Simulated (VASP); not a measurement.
VASP ran on this input.

**KPOINTS**
```
Regular mesh
0
Gamma
8 8 8
0 0 0
```

INCAR:
```
SYSTEM = TiO2
PREC = Accurate
ENCUT = 520
EDIFF = 1E-6
NELM = 100
ALGO = Normal
LREAL = .FALSE.
LASPH = .TRUE.
ISMEAR = 0
SIGMA = 0.05
METAGGA = R2SCAN
LMIXTAU = .TRUE.
LMAXMIX = 4
LWAVE = .FALSE.
LCHARG = .FALSE.
IBRION = 2
ISIF = 3
NSW = 60
EDIFFG = -0.02
```

POSCAR:
```
TiO2
1.0
 -1.8888266861   1.8888266861   4.7684147952
  1.8888266861  -1.8888266861   4.7684147952
  1.8888266861   1.8888266861  -4.7684147952
Ti O
2 4
Cart
 -0.0000000000   1.8888266861   2.3842073976
  0.0000000000   0.0000000000   0.0000000000
  0.0000000000   1.8888266861   0.3988119199
  0.0000000000  -0.0000000000   7.5514341127
  1.8888266861   1.8888266861  -2.7830193175
 -0.0000000000   1.8888266861   4.3696028753
```

POTCAR, in this order: Ti_sv O (PBE.64 set). Program: vasp_std.

Problem. Translate this r2SCAN calculation to Ansatz.

Solution. One equivalent input (not run):
Ansatz 0.2 input:
```yaml
crystal:
  lattice:
    - [-1.8888267, 1.8888267, 4.7684148]
    - [1.8888267, -1.8888267, 4.7684148]
    - [1.8888267, 1.8888267, -4.7684148]
  atoms:
    - { symbol: Ti, position: [0.7500000, 0.2500000, 0.5000000] }
    - { symbol: Ti, position: [0.0000000, 0.0000000, 0.0000000] }
    - { symbol: O, position: [0.5418181, 0.0418181, 0.5000000] }
    - { symbol: O, position: [0.7918181, 0.7918181, 0.0000000] }
    - { symbol: O, position: [0.2081819, 0.2081819, 1.0000000] }
    - { symbol: O, position: [0.9581819, 0.4581819, 0.5000000] }
kpoints:
  mp_grid: { grid: [8, 8, 8] }
hamiltonian:
  xc: r2scan
  pseudopotentials: { kind: paw }
scf:
  occupations: { method: gaussian, width: 0.05 }
  max_iter: 100
relax:
  max_steps: 60
  f_tol: 0.02
  cell: {}
output: { forces: true, stress: true, eigenvalues: true }
```
What does not carry over: each code has its own PAW files, so the cut-off isn't converted (ENCUT is set for VASP's; basis.ecutwfc is left out, and Ansatz then takes the one that its files recommend); Ansatz stops its SCF on the density residual and VASP on the energy change (EDIFF).

The compound is TiO2 in the anatase structure, one of several forms; rutile is the usual stable one. This run relaxes it. Symmetry was kept, so distortions that lower it aren't found. The start is the result of an earlier pass.
